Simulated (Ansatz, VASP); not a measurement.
As2Se: VASP beside Ansatz

Contents of INCAR:

```
ALGO = Normal
EDIFF = 1E-6
ENCUT = 520
GGA = PS
ISIF = 2
ISMEAR = 1
LASPH = T
LCHARG = F
LREAL = F
LWAVE = F
NBANDS = 25
NELM = 100
PREC = Accurate
SIGMA = 0.5
```

KPOINTS

```
k-points
0
Gamma
  8 8 8
```

POSCAR

```
As2Se
1.0
   -3.5294180000      3.5294180000      2.6535710000
    3.5294180000     -3.5294180000      2.6535710000
    3.5294180000      3.5294180000     -2.6535710000
As Se
4 2
Direct
    0.8750000000      0.1250000000      0.7500000000
    0.3750000000      0.1250000000      0.2500000000
    0.8750000000      0.6250000000      0.7500000000
    0.8750000000      0.1250000000      0.2500000000
    0.5000000000      0.5000000000      0.0000000000
    0.2500000000      0.7500000000      0.5000000000
```

Input for Ansatz:

```yaml
crystal:
  lattice:
    - [-3.529418, 3.529418, 2.653571]
    - [3.529418, -3.529418, 2.653571]
    - [3.529418, 3.529418, -2.653571]
  atoms:
    - { symbol: As, position: [0.875, 0.125, 0.75] }
    - { symbol: As, position: [0.375, 0.125, 0.25] }
    - { symbol: As, position: [0.875, 0.625, 0.75] }
    - { symbol: As, position: [0.875, 0.125, 0.25] }
    - { symbol: Se, position: [0.5, 0.5, 0.0] }
    - { symbol: Se, position: [0.25, 0.75, 0.5] }
basis:
  ecutwfc: 420
kpoints:
  mp_grid: { grid: [8, 8, 8] }
hamiltonian:
  xc: pbesol
scf:
  occupations: { method: methfessel_paxton, width: 0.5 }
output:
  forces: true
  stress: true
  eigenvalues: true
```

Alike in both runs: task single point; functional PBEsol; k mesh 8 × 8 × 8; occupations methfessel-paxton of order 1, width 0.5 eV; no spin polarisation.

|  | VASP | Ansatz |
| --- | --- | --- |
| version | VASP 6.6.1 | Ansatz 0.2.0 |
| potentials or method | VASP PAW PBE potentials, release 64 (As, Se) | scalar-relativistic, plane waves, PAW |
| plane-wave cutoff (eV) | 520 | 420 |
| valence electrons in the cell | 32 | 92 |

Ansatz gave:

| Quantity | Value |
| --- | --- |
| gap on the k mesh at the Fermi level (eV) | none |
| pressure (GPa) | -3.4 |
| largest component of the traceless stress (GPa) | 0.47 |

Question: Which values does VASP return?

Answer: gap on the k mesh at the Fermi level (eV): none; pressure (GPa): -3.3; largest component of the traceless stress (GPa): 0.43.

A gap of «none» marks a metal or a gap that the smearing closes. With one functional, cell and mesh, what is left measures potentials, basis and numerics. The two sets of potentials don't hold the same shells in valence.

Caveats: the PAW data sets were made with another functional, which shifts forces and pressure a little (VASP).
